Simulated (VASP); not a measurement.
Set up this calculation in VASP 6.6.1, as the native input.

| Property | Result |
| --- | --- |
| Task | band structure |
| Functional | r2SCAN |
| Potentials or basis | VASP PAW PBE potentials, release 64 (Na_pv, Sb, Au) |
| Cutoff | 520 eV |
| k mesh | 5 × 5 × 3 |
| Occupations | fermi-dirac, width 0.05 eV |
| Spin | no spin polarisation |
| Further INCAR settings | ALGO = Normal; EDIFF = 1e-06 |

The structure of NaSb2Au lies in POSCAR:

```
NaSb2Au
1.0
    4.3573000000      0.0000000000      0.0000000000
   -2.1786500000      3.7735400000      0.0000000000
    0.0000000000      0.0000000000      6.8184700000
Na Sb Au
1 2 1
Direct
    0.0000000000      0.0000000000      0.5000000000
    0.6666700000      0.3333300000      0.8163200000
    0.3333300000      0.6666700000      0.1836800000
    0.0000000000      0.0000000000      0.0000000000
```

The cell was built by a generator and needn't be a form met in nature.

One way to write it, as run:

INCAR

```
SYSTEM = NaSb2Au
ALGO = Normal ; EDIFF = 1E-6
ENCUT = 520 ; ISIF = 2
ISMEAR = -1 ; LASPH = .True.
LCHARG = .False. ; LMAXMIX = 4
LMIXTAU = .True. ; LREAL = .False.
LWAVE = .False. ; METAGGA = R2SCAN
NELM = 80 ; PREC = Accurate
SIGMA = 0.05
```

KPOINTS

```
k-points
0
Gamma
  5 5 3
  0 0 0
```

KPOINTS_OPT

```
path GMKGALHA,LM,KH
15
line-mode
reciprocal
 0.0000000000  0.0000000000  0.0000000000  G
 0.5000000000  0.0000000000  0.0000000000  M

 0.5000000000  0.0000000000  0.0000000000  M
 0.3333333333  0.3333333333  0.0000000000  K

 0.3333333333  0.3333333333  0.0000000000  K
 0.0000000000  0.0000000000  0.0000000000  G

 0.0000000000  0.0000000000  0.0000000000  G
 0.0000000000  0.0000000000  0.5000000000  A

 0.0000000000  0.0000000000  0.5000000000  A
 0.5000000000  0.0000000000  0.5000000000  L

 0.5000000000  0.0000000000  0.5000000000  L
 0.3333333333  0.3333333333  0.5000000000  H

 0.3333333333  0.3333333333  0.5000000000  H
 0.0000000000  0.0000000000  0.5000000000  A

 0.5000000000  0.0000000000  0.5000000000  L
 0.5000000000  0.0000000000  0.0000000000  M

 0.3333333333  0.3333333333  0.0000000000  K
 0.3333333333  0.3333333333  0.5000000000  H
```

Potentials or basis: VASP PAW PBE potentials, release 64 (Na_pv, Sb, Au).

The run is started by

```console
$ cat potpaw_PBE.64/Na_pv/POTCAR potpaw_PBE.64/Sb/POTCAR potpaw_PBE.64/Au/POTCAR > POTCAR
$ mpirun -np 1 vasp_std > vasp.out
```

Results of the run:

```json
{
 "Pressure": "-1.6 GPa",
 "Largest force": "0.154 eV/Å",
 "Band gap along the path": "none (metal or under the smearing width)"
}
```

Caveat: the PAW data sets were made with another functional, which shifts forces and pressure a little; spin-orbit coupling is left out, which moves the levels of the heavy elements.

It took 4.9 min on 1 thread of Intel(R) Xeon(R) Platinum 8488C (Sapphire Rapids) (shared host), peak memory 0.3 GiB.
